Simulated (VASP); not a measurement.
A convergence study with VASP on Ag (fcc): a few settings are varied, all else stays as given below, so the limit is that of these other settings. The cell's lengths are 1 % over those of the tabulated start, so it is off equilibrium.

```
Ag
1.0
    0.00000     2.06545     2.06545
    2.06545     0.00000     2.06545
    2.06545     2.06545     0.00000
Ag
1
Direct
  0.00000   0.00000   0.00000
```

Calculation: LDA (Ceperley-Alder, Perdew-Zunger), VASP's LDA PAW potentials (set 64) (plane waves; VASP). The last row used: 550 eV cut-off, 13×13×13 Γ-centred mesh, first-order Methfessel-Paxton smearing of 0.10 eV, potentials Ag.

| setting | E (eV/atom) | pressure (GPa) | electronic steps |
|---|---|---|---|
| ALGO = Normal, EDIFF = 1E-2 | -3.7292 | -3.70 | 7 |
| ALGO = Normal, EDIFF = 1E-3 | -3.7251 | -10.22 | 9 |
| ALGO = Normal, EDIFF = 1E-4 | -3.7251 | -10.28 | 9 |
| ALGO = Normal, EDIFF = 1E-5 | -3.7251 | -10.28 | 9 |
| ALGO = Normal, EDIFF = 1E-6 | -3.7251 | -10.30 | 10 |
| ALGO = Normal, EDIFF = 1E-7 | -3.7251 | -10.30 | 11 |
| ALGO = Normal, EDIFF = 1E-8 | -3.7251 | -10.30 | 12 |
| ALGO = Normal, EDIFF = 1E-9 | -3.7251 | -10.30 | 12 |
| ALGO = Fast, EDIFF = 1E-2 | -3.7292 | -3.08 | 7 |
| ALGO = Fast, EDIFF = 1E-3 | -3.7251 | -9.64 | 9 |
| ALGO = Fast, EDIFF = 1E-4 | -3.7251 | -9.68 | 9 |
| ALGO = Fast, EDIFF = 1E-5 | -3.7251 | -10.14 | 10 |
| ALGO = Fast, EDIFF = 1E-6 | -3.7251 | -10.15 | 11 |
| ALGO = Fast, EDIFF = 1E-7 | -3.7251 | -10.28 | 13 |
| ALGO = Fast, EDIFF = 1E-8 | -3.7251 | -10.30 | 14 |
| ALGO = Fast, EDIFF = 1E-9 | -3.7251 | -10.30 | 17 |
| ALGO = All, EDIFF = 1E-2 | -3.7249 | -10.28 | 9 |
| ALGO = All, EDIFF = 1E-3 | -3.7251 | -10.30 | 10 |
| ALGO = All, EDIFF = 1E-4 | -3.7251 | -10.31 | 11 |
| ALGO = All, EDIFF = 1E-5 | -3.7251 | -10.27 | 12 |
| ALGO = All, EDIFF = 1E-6 | -3.7251 | -10.27 | 12 |
| ALGO = All, EDIFF = 1E-7 | -3.7251 | -10.30 | 13 |
| ALGO = All, EDIFF = 1E-8 | -3.7251 | -10.30 | 15 |
| ALGO = All, EDIFF = 1E-9 | -3.7251 | -10.30 | 18 |

Left out are rungs that failed or repeat a setting and relaxations that didn't move; long series are thinned to 24 rows.

The compound is Ag in the fcc structure. The cell was not relaxed at this level.
